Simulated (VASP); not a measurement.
# How plane-wave cutoff and smearing change a VASP run on BaC2

How sensitive are energy, pressure and forces of BaC2 to the plane-wave cutoff and smearing? The atoms are off their equilibrium sites, so that forces can be compared too. The series runs use r2SCAN. The plane-wave cutoff tried: ENCUT = 240; ENCUT = 300; ENCUT = 360; ENCUT = 400; ENCUT = 460; ENCUT = 520; ENCUT = 640; ENCUT = 800. The smearing tried: ISMEAR = -1, SIGMA = 0.01; ISMEAR = -1, SIGMA = 0.05; ISMEAR = -1, SIGMA = 0.1; ISMEAR = -1, SIGMA = 0.2; ISMEAR = -1, SIGMA = 0.5; ISMEAR = 2, SIGMA = 0.01; ISMEAR = 2, SIGMA = 0.05; ISMEAR = 2, SIGMA = 0.1; ISMEAR = 2, SIGMA = 0.2; ISMEAR = 2, SIGMA = 0.5; ISMEAR = -5. The atoms of the start are displaced at random from the sites of a I4/mmm cell.

Program: VASP 6.6.1. Level of theory: r2SCAN; plane waves and PAW (Ba_sv, C). Results are calculated unless marked as measured.

## 1. The starting structure

It takes space group P1 (No. 1, triclinic). The conventional cell has a = 4.407 Å, b = 4.407 Å, c = 4.788 Å, α = 117.40°, β = 117.40°, γ = 90.00°. Nearest to Ba lie 10 C at 2.99 to 3.28 Å. C has 1 C at 1.27 Å and 5 Ba at 3.01 to 3.28 Å nearest. Nearest to C lie 1 C at 1.27 Å and 5 Ba at 2.99 to 3.27 Å. Farther neighbours are not listed.

## 2. Plane-wave cutoff: ENCUT = 240

The basis grows with ENCUT, and energy and stress both move with it. r2SCAN adds the kinetic-energy density, costs more than a GGA and is run with LASPH.

INCAR

```
SYSTEM = BaC2
PREC = Accurate
ENCUT = 240
EDIFF = 1E-06
NELM = 100
ISMEAR = -1
SIGMA = 0.05
LREAL = .FALSE.
ALGO = Normal
METAGGA = R2SCAN
LASPH = .TRUE.
NBANDS = 15
LORBIT = 11
LWAVE = .FALSE.
LCHARG = .FALSE.
KPAR = 4
ISIF = 2
```

POSCAR

```
BaC2
1.0
   -2.2035210000      2.2035210000      3.6344930000
    2.2035210000     -2.2035210000      3.6344930000
    2.2035210000      2.2035210000     -3.6344930000
Ba C
1 2
Direct
    0.0072440000     -0.0159100000     -0.0003550000
    0.5769220000      0.5864340000     -0.0013630000
    0.4056860000      0.4128620000      0.0033640000
```

KPOINTS

```
Automatic mesh
0
Gamma
6 6 7
0 0 0
```

PAW data sets: Ba_sv and C (PBE family, release 64).

Run with:

```sh
$ mpirun -np 4 vasp_std
```

The program printed:

```text
[banner, memory and clock lines left out]
running    4 mpi-ranks, on    1 nodes
 distrk:  each k-point on    1 cores,    4 groups
 distr:  one band on    1 cores,    1 groups

 POSCAR found type information on POSCAR BaC
 POSCAR found :  2 types and       3 ions
|                                                                             |
|               ----> ADVICE to this user running VASP <----                  |
|                                                                             |
|     You enforced a specific xc type in the INCAR file but a different       |
|     [... a line on the potential file left out ...]
|     I HOPE YOU KNOW WHAT YOU ARE DOING!                                     |
|                                                                             |

 LDA part: xc-table for (None), standard interpolation
|                                                                             |
|           W    W    AA    RRRRR   N    N  II  N    N   GGGG   !!!           |
|           W    W   A  A   R    R  NN   N  II  NN   N  G    G  !!!           |
|           W    W  A    A  R    R  N N  N  II  N N  N  G       !!!           |
|           W WW W  AAAAAA  RRRRR   N  N N  II  N  N N  G  GGG   !            |
|           WW  WW  A    A  R   R   N   NN  II  N   NN  G    G                |
|           W    W  A    A  R    R  N    N  II  N    N   GGGG   !!!           |
|                                                                             |
|     Your reciprocal lattice and k-lattice belong to different lattice       |
|     classes:                                                                |
|                                                                             |
|        The reciprocal lattice is body-centered tetragonal,                  |
|        whereas your k-lattice is base-centered monoclinic.                  |
|                                                                             |
|     Results are often still useful ...                                      |
|                                                                             |

 POSCAR, INCAR and KPOINTS ok, starting setup
 FFT: planning ... GRIDC
 FFT: planning ... GRID_SOFT
 FFT: planning ... GRID
 WAVECAR not read
 entering main loop
       N       E                     dE             d eps       ncg     rms          rms(c)
DAV:   1     0.197117727572E+02    0.19712E+02   -0.54258E+03  3880   0.583E+02
DAV:   2    -0.501467844824E+02   -0.69859E+02   -0.66420E+02  5214   0.153E+02
DAV:   3    -0.532213952874E+02   -0.30746E+01   -0.30672E+01  5275   0.340E+01
DAV:   4    -0.532706644411E+02   -0.49269E-01   -0.49251E-01  5209   0.415E+00
DAV:   5    -0.532723185045E+02   -0.16541E-02   -0.16540E-02  5477   0.582E-01    0.785E+00
DAV:   6    -0.468210748472E+02    0.64512E+01   -0.41354E+00  5401   0.124E+01    0.416E+00
DAV:   7    -0.466071107758E+02    0.21396E+00   -0.22101E+00  5219   0.813E+00    0.169E+00
DAV:   8    -0.466417846776E+02   -0.34674E-01   -0.37205E-01  4666   0.369E+00    0.771E-01
DAV:   9    -0.466258505071E+02    0.15934E-01   -0.49940E-02  4995   0.133E+00    0.188E-01
DAV:  10    -0.466256829593E+02    0.16755E-03   -0.15446E-02  5848   0.651E-01    0.119E-01
DAV:  11    -0.466257770598E+02   -0.94101E-04   -0.10393E-03  4590   0.206E-01    0.304E-02
DAV:  12    -0.466257758249E+02    0.12349E-05   -0.50626E-05  5585   0.438E-02    0.117E-02
DAV:  13    -0.466257710278E+02    0.47971E-05   -0.24626E-05  4797   0.300E-02    0.169E-03
DAV:  14    -0.466257707598E+02    0.26790E-06   -0.15414E-06  4206   0.852E-03
   1 F= -.46625771E+02 E0= -.46625771E+02  d E =-.126225E-08
```

Run time: 15 s. Hardware: 4 MPI ranks of Intel Xeon 6975P-C (Granite Rapids), shared host; peak memory 0.61 GiB.

The logs omit lines about the potential files and the build; timing stands in the text.

OUTCAR, selected parts (step 2):

```text
ion  position               nearest neighbor table
   1  0.007  0.984  1.000-   3 2.99   2 3.01   2 3.08   3 3.09   3 3.17   2 3.18   2 3.18   3 3.19
                             3 3.27   2 3.28
   2  0.577  0.586  0.999-   3 1.27   1 3.01   1 3.08   1 3.18   1 3.18   1 3.28
   3  0.406  0.413  0.003-   2 1.27   1 2.99   1 3.09   1 3.17   1 3.19   1 3.27

  LATTYP: Found a body centered tetragonal cell.
 ALAT       =     4.4070420000
 C/A-ratio  =     1.6494024790

 Subroutine GETGRP returns: Found  1 space group operations
 (whereof  1 operations were pure point group operations)

The static configuration has the point symmetry C_1 .

 Found    128 irreducible k-points:

   k-points           NKPTS =    128   k-points in BZ     NKDIM =    128   number of bands    NBANDS=     15

   dimension x,y,z NGX =    24 NGY =   24 NGZ =   24
   dimension x,y,z NGXF=    48 NGYF=   48 NGZF=   48

   ENCUT  =  240.0 eV  17.64 Ry    4.20 a.u.   6.05  6.05  6.05*2*pi/ulx,y,z

   NELECT =      18.0000    total number of electrons

 k-points in reciprocal lattice and weights: Automatic mesh
   0.00000000  0.00000000  0.00000000       0.004
   0.16666667  0.00000000  0.00000000       0.008
   0.33333333  0.00000000 -0.00000000       0.008
   0.50000000  0.00000000  0.00000000       0.004
   0.00000000  0.16666667  0.00000000       0.008
   0.16666667  0.16666667  0.00000000       0.008
   0.33333333  0.16666667  0.00000000       0.008
   0.50000000  0.16666667 -0.00000000       0.008
  -0.33333333  0.16666667  0.00000000       0.008
[...]
-0.33333333 -0.16666667  0.42857143       0.008
  -0.16666667 -0.16666667  0.42857143       0.008

 average (electrostatic) potential at core
       1 -42.9822       2 -54.2643       3 -54.2627

 E-fermi :   1.1821

 k-point     1 :       0.0000    0.0000    0.0000
  band No.  band energies     occupation
    ...
      5     -11.2254      2.00000
      6      -2.8999      2.00000
      7      -1.4455      2.00000
      8      -0.6268      2.00000
      9      -0.6169      2.00000
     10       3.7845      0.00000
     11       3.7882      0.00000
     12       4.4413      0.00000
     13       5.4691      0.00000
     14       6.7054      0.00000
    ...

 k-point     2 :       0.1667    0.0000    0.0000
  band No.  band energies     occupation
    ...
      5     -11.1785      2.00000
      6      -3.1831      2.00000
      7      -1.2860      2.00000
      8      -0.8591      2.00000
      9      -0.6530      2.00000
     10       3.8979      0.00000
     11       4.1321      0.00000
     12       4.8025      0.00000
     13       6.1113      0.00000
     14       7.2747      0.00000
    ...

 k-point     3 :       0.3333    0.0000   -0.0000
  band No.  band energies     occupation
    ...
      5     -10.9898      2.00000
      6      -3.5740      2.00000
      7      -1.6061      2.00000
      8      -1.2611      2.00000
      9      -0.1306      2.00000
     10       4.4455      0.00000
     11       5.1010      0.00000
     12       5.8141      0.00000
     13       7.1719      0.00000
     14       7.9152      0.00000
    ...

  Total       -4.1302887     -4.1280837     -6.2384416     -0.0815686     -0.0060197     -0.0014335
  in kB      -93.7460060    -93.6959601   -141.5951842     -1.8513803     -0.1366311     -0.0325360
  external PRESSURE =    -109.6790501 kB  Pullay stress =       0.0000000 kB

  energy-cutoff  :      240.00
  volume of cell :       70.59
      direct lattice vectors                 reciprocal lattice vectors
    -2.203521000  2.203521000  3.634493000     0.000000000  0.226909569  0.137570770
     2.203521000 -2.203521000  3.634493000     0.226909569  0.000000000  0.137570770
     2.203521000  2.203521000 -3.634493000     0.226909569  0.226909569  0.000000000

 POSITION                                       TOTAL-FORCE (eV/Angst)
 -----------------------------------------------------------------------------------
      4.35524      0.05024     -0.03021         0.150016     -0.138191     -0.019112
      2.22148      2.17956      0.59867        -0.069889      0.087163     -0.541358
      0.02323     -0.00840      2.96278        -0.080127      0.051028      0.560469
 -----------------------------------------------------------------------------------
    total drift:                               -0.000703      0.000969     -0.000044

  FREE ENERGIE OF THE ION-ELECTRON SYSTEM (eV)
  ---------------------------------------------------
  free  energy   TOTEN  =       -46.6257707598 eV

  energy  without entropy=      -46.6257707586  energy(sigma->0) =      -46.62577076

 total charge
# of ion       s       p       d       tot
------------------------------------------
    1        2.016   5.648   0.195   7.858
    2        0.913   1.569   0.000   2.482
    3        0.913   1.569   0.000   2.482
--------------------------------------------------
tot          3.842   8.785   0.195  12.823

[... 3 further parts left out ...]
```

The gap is read on the k-mesh alone, so it is an upper bound where the band edges lie off the mesh. Harder data sets than Ba_sv exist (the GW ones), and pressures, volumes and forces can shift noticeably with them. The PAW data sets were made with PBE, which is usual practice but a small mismatch for other functionals.

This step gave:

```
SCF cycles                     : 14
electrons                      : 18
bands                          : 15
irreducible k-points           : 128
symmetry operations            : 1
free energy (TOTEN)            : -46.63 eV
Fermi energy                   : 1.182 eV
pressure                       : -10.97 GPa
metallic                       : no
valence top at k               : 0, 0.5, 0.4286
conduction bottom at k         : 0.5, 0.5, 0
least direct gap at k          : 0.5, 0.5, 0
gap on the k-mesh              : 1.828 eV
least direct gap on the k-mesh : 2.530 eV
```

The series starts at -15.5419 eV an atom and -10.97 GPa, after 14 cycles in 15 s.

## 3. Plane-wave cutoff: ENCUT = 300

INCAR, as its differences from that of step 2:

```diff
@@ -2,3 +2,3 @@
 PREC = Accurate
-ENCUT = 240
+ENCUT = 300
 EDIFF = 1E-06
```

POSCAR is that of step 2.

KPOINTS is that of step 2.

Run with:

```sh
$ mpirun -np 4 vasp_std
```

The program printed:

```text
[banner, memory and clock lines left out]
running    4 mpi-ranks, on    1 nodes
[...]
[... a notice as in an earlier step ...]

 LDA part: xc-table for (None), standard interpolation
 [... a notice as in an earlier step ...]

 POSCAR, INCAR and KPOINTS ok, starting setup
[...]
entering main loop
       N       E                     dE             d eps       ncg     rms          rms(c)
DAV:   1     0.287604176747E+02    0.28760E+02   -0.61629E+03  3855   0.696E+02
DAV:   2    -0.496551308111E+02   -0.78416E+02   -0.74347E+02  5189   0.166E+02
DAV:   3    -0.534194261950E+02   -0.37643E+01   -0.37551E+01  5336   0.385E+01
DAV:   4    -0.534784849835E+02   -0.59059E-01   -0.59036E-01  5183   0.467E+00
[...]
DAV:  12    -0.465642424048E+02    0.57586E-05   -0.68220E-05  5632   0.502E-02    0.150E-02
DAV:  13    -0.465642359355E+02    0.64693E-05   -0.29696E-05  4848   0.342E-02    0.175E-03
DAV:  14    -0.465642357352E+02    0.20025E-06   -0.22818E-06  4598   0.103E-02
   1 F= -.46564236E+02 E0= -.46564236E+02  d E =-.713945E-09
```

Elapsed: 36 s, on 4 MPI ranks; peak memory 0.76 GiB.

Parts of OUTCAR (step 3):

```text
  Total       -1.8380724     -1.8357433     -3.2699681     -0.0792716     -0.0130002     -0.0020917
  in kB      -41.7191050    -41.6662413    -74.2191335     -1.7992434     -0.2950684     -0.0474748
  external PRESSURE =     -52.5348266 kB  Pullay stress =       0.0000000 kB

 POSITION                                       TOTAL-FORCE (eV/Angst)
 -----------------------------------------------------------------------------------
      4.35524      0.05024     -0.03021         0.141734     -0.130695     -0.017153
      2.22148      2.17956      0.59867        -0.065160      0.084514     -0.649015
      0.02323     -0.00840      2.96278        -0.076574      0.046182      0.666168
 -----------------------------------------------------------------------------------
    total drift:                                0.000312     -0.000543      0.000476

  FREE ENERGIE OF THE ION-ELECTRON SYSTEM (eV)
  ---------------------------------------------------
  free  energy   TOTEN  =       -46.5642357352 eV

  energy  without entropy=      -46.5642357345  energy(sigma->0) =      -46.56423573

[... 1 part as in an earlier step ...]

[... 2 further parts left out ...]
[key lines of the parts left out:]
E-fermi :   1.1239
```

Against the run before the energy moves by +20.51 meV an atom and the pressure by +5.71 GPa, after 14 cycles in 36 s.

## 4. Plane-wave cutoff: ENCUT = 360

INCAR, as its differences from that of step 3:

```diff
@@ -2,3 +2,3 @@
 PREC = Accurate
-ENCUT = 300
+ENCUT = 360
 EDIFF = 1E-06
```

POSCAR is that of step 3.

KPOINTS is that of step 3.

Run with:

```sh
$ mpirun -np 4 vasp_std
```

The program printed:

```text
[... set-up lines as in an earlier step ...]
 entering main loop
       N       E                     dE             d eps       ncg     rms          rms(c)
DAV:   1     0.374628822432E+02    0.37463E+02   -0.68154E+03  3840   0.804E+02
DAV:   2    -0.490566137468E+02   -0.86519E+02   -0.81583E+02  5377   0.176E+02
DAV:   3    -0.534672969221E+02   -0.44107E+01   -0.43982E+01  5230   0.423E+01
DAV:   4    -0.535408028629E+02   -0.73506E-01   -0.73480E-01  5513   0.534E+00
[...]
DAV:  12    -0.465308190259E+02    0.52867E-05   -0.75437E-05  5677   0.538E-02    0.134E-02
DAV:  13    -0.465308155861E+02    0.34397E-05   -0.17871E-05  4969   0.274E-02    0.292E-03
DAV:  14    -0.465308152610E+02    0.32514E-06   -0.17594E-06  4488   0.904E-03
   1 F= -.46530815E+02 E0= -.46530815E+02  d E =-.545527E-09
```

Elapsed: 50 s, on 4 MPI ranks; peak memory 0.84 GiB; 2.8 min of CPU time.

OUTCAR, selected parts (step 4):

```text
  Total       -0.6465220     -0.6441704     -1.8103516     -0.0788333     -0.0164951     -0.0041004
  in kB      -14.6742421    -14.6208665    -41.0899199     -1.7892956     -0.3743926     -0.0930671
  external PRESSURE =     -23.4616761 kB  Pullay stress =       0.0000000 kB

 POSITION                                       TOTAL-FORCE (eV/Angst)
 -----------------------------------------------------------------------------------
      4.35524      0.05024     -0.03021         0.144183     -0.132910     -0.017387
      2.22148      2.17956      0.59867        -0.065224      0.088971     -0.906021
      0.02323     -0.00840      2.96278        -0.078959      0.043939      0.923408
 -----------------------------------------------------------------------------------
    total drift:                               -0.000205      0.000160      0.000399

  FREE ENERGIE OF THE ION-ELECTRON SYSTEM (eV)
  ---------------------------------------------------
  free  energy   TOTEN  =       -46.5308152610 eV

  energy  without entropy=      -46.5308152604  energy(sigma->0) =      -46.53081526

[... 1 part as in an earlier step ...]

[... 2 further parts left out ...]
[key lines of the parts left out:]
E-fermi :   1.1208
```

Against the run before the energy moves by +11.14 meV an atom and the pressure by +2.91 GPa, after 14 cycles in 50 s.

## 5. Plane-wave cutoff: ENCUT = 400

INCAR, as its differences from that of step 4:

```diff
@@ -2,3 +2,3 @@
 PREC = Accurate
-ENCUT = 360
+ENCUT = 400
 EDIFF = 1E-06
```

POSCAR is that of step 4.

KPOINTS is that of step 4.

Run with:

```sh
$ mpirun -np 4 vasp_std
```

The program printed:

```text
[... set-up lines as in an earlier step ...]
 entering main loop
       N       E                     dE             d eps       ncg     rms          rms(c)
DAV:   1     0.427547462060E+02    0.42755E+02   -0.71914E+03  3840   0.873E+02
DAV:   2    -0.485075046004E+02   -0.91262E+02   -0.85336E+02  5205   0.183E+02
DAV:   3    -0.534604584267E+02   -0.49530E+01   -0.49351E+01  5240   0.451E+01
DAV:   4    -0.535471668335E+02   -0.86708E-01   -0.86670E-01  5332   0.587E+00
[...]
DAV:  12    -0.465187497835E+02    0.48571E-05   -0.80162E-05  5780   0.562E-02    0.127E-02
DAV:  13    -0.465187472795E+02    0.25040E-05   -0.14586E-05  4919   0.251E-02    0.337E-03
DAV:  14    -0.465187469094E+02    0.37014E-06   -0.13591E-06  4067   0.832E-03
   1 F= -.46518747E+02 E0= -.46518747E+02  d E =-.521252E-09
```

Elapsed: 36 s, on 4 MPI ranks; peak memory 0.94 GiB; 2 min of CPU time.

From OUTCAR (step 5):

```text
  Total       -0.2818697     -0.2796142     -1.4200891     -0.0789470     -0.0161400     -0.0033295
  in kB       -6.3976537     -6.3464608    -32.2320528     -1.7918754     -0.3663327     -0.0755693
  external PRESSURE =     -14.9920558 kB  Pullay stress =       0.0000000 kB

 POSITION                                       TOTAL-FORCE (eV/Angst)
 -----------------------------------------------------------------------------------
      4.35524      0.05024     -0.03021         0.145721     -0.134316     -0.017820
      2.22148      2.17956      0.59867        -0.065564      0.090744     -0.971489
      0.02323     -0.00840      2.96278        -0.080156      0.043573      0.989309
 -----------------------------------------------------------------------------------
    total drift:                               -0.000143      0.000093     -0.000511

  FREE ENERGIE OF THE ION-ELECTRON SYSTEM (eV)
  ---------------------------------------------------
  free  energy   TOTEN  =       -46.5187469094 eV

  energy  without entropy=      -46.5187469089  energy(sigma->0) =      -46.51874691

[... 1 part as in an earlier step ...]

[... 2 further parts left out ...]
[key lines of the parts left out:]
E-fermi :   1.1140
```

Against the run before the energy moves by +4.02 meV an atom and the pressure by +0.85 GPa, after 14 cycles in 36 s.

[end of part 1 of 3]

[Lines on the potential files, build, host, timing and source positions are cut from VASP's logs without a mark.]

[Logs are printed without paths, hosts, clocks, repeated set-up lines and the standing remarks that a program may print on its own settings, such as how far it seeks lower states.]

[Hosts, paths, dates, database ids (printed as entryN), source tags and the programs' standing remarks are cut or masked in the printed files.]

[A measured line is paired with the nearest computed mode of its activity, which favours agreement.]
